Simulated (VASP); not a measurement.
Here is the system:

```yaml
crystal:
  lattice:
    - [1.66115, 0.95907, 6.21284]
    - [-1.66115, 0.95907, 6.21284]
    - [0.00000, -1.91813, 6.21284]
  atoms:
    - { symbol: Ta, position: [0.00000, 0.00000, 0.00000] }
    - { symbol: S, position: [0.25083, 0.25083, 0.25083] }
    - { symbol: S, position: [0.74917, 0.74917, 0.74917] }
```

Calculation: PBEsol GGA, VASP's PBE PAW potentials (set 64) (plane waves; VASP 6.6.1). Run with 400 eV cut-off, 12×12×12 Γ-centred mesh, tetrahedra with Blöchl corrections, potentials Ta_pv S.

Unless said otherwise, spin-orbit coupling is left out, though it shifts the bands of the heavy elements here.

Tabulate the total density of states (states/eV per cell) against energy (eV; zero at the valence-band maximum or, without a gap, the Fermi level).

| E (eV) | DOS (states/eV) |
|---|---|
| -10.00 | 0.00 |
| -9.79 | 0.00 |
| -9.58 | 0.00 |
| -9.27 | 0.00 |
| -9.06 | 0.00 |
| -8.85 | 0.00 |
| -8.65 | 0.00 |
| -8.44 | 0.00 |
| -8.23 | 0.00 |
| -7.92 | 0.00 |
| -7.71 | 0.00 |
| -7.50 | 0.00 |
| -7.29 | 0.00 |
| -7.09 | 0.00 |
| -6.77 | 0.54 |
| -6.57 | 0.94 |
| -6.36 | 1.10 |
| -6.15 | 1.37 |
| -5.94 | 2.06 |
| -5.63 | 1.73 |
| -5.42 | 1.59 |
| -5.21 | 3.58 |
| -5.01 | 3.15 |
| -4.80 | 1.31 |
| -4.59 | 2.35 |
| -4.28 | 2.69 |
| -4.07 | 3.01 |
| -3.86 | 3.67 |
| -3.65 | 4.15 |
| -3.45 | 2.73 |
| -3.13 | 1.68 |
| -2.93 | 2.38 |
| -2.72 | 2.90 |
| -2.51 | 2.48 |
| -2.30 | 2.10 |
| -1.99 | 2.26 |
| -1.78 | 1.12 |
| -1.58 | 0.87 |
| -1.37 | 0.36 |
| -1.16 | 0.44 |
| -0.95 | 0.70 |
| -0.64 | 0.87 |
| -0.43 | 0.97 |
| -0.22 | 1.12 |
| -0.02 | 1.66 |
| 0.19 | 1.91 |
| 0.50 | 0.72 |
| 0.71 | 1.09 |
| 0.92 | 1.64 |
| 1.13 | 1.63 |
| 1.33 | 1.50 |
| 1.65 | 1.84 |
| 1.85 | 1.50 |
| 2.06 | 1.50 |
| 2.27 | 1.54 |
| 2.48 | 1.90 |
| 2.69 | 1.50 |
| 3.00 | 2.94 |
| 3.21 | 0.74 |
| 3.42 | 1.01 |
Within 2 eV below the Fermi level the largest weight inside VASP's projection spheres is S p, then Ta d.

The structure was generated: TaS2 was put into the CdCl2 type (R-3m), which need not be its known phase. It was relaxed first, which changed the volume by -11 %. The electron count is odd and the run is not spin-polarised, which forces a metal.
